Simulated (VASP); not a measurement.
Data:

```xyz
2
Lattice="0.0000 3.0391 3.0391 3.0391 0.0000 3.0391 3.0391 3.0391 0.0000" Properties=species:S:1:pos:R:3 pbc="T T T"
Cd     3.0391     0.0000     3.0391
S      1.5195     1.5195     1.5195
```

All values below come from vdW-DF2, VASP's PBE PAW potentials (set 64) (plane waves; VASP). Numerical set-up: 520 eV cut-off, Gaussian smearing of 0.050 eV, potentials Cd S.

Task: Estimate the band gap (along the path) with the smallest direct gap where there is one.

Result: 
| Property | Value |
|---|---|
| band gap (along the path) | 0.64 eV |
| smallest direct gap (along the path) | 0.64 eV |

Only differences to runs with the same potentials and settings are physical.

The compound is CdS in the zinc blende structure, a metastable form; wurtzite is the usual one. It was relaxed first, which changed the volume by +14 %.
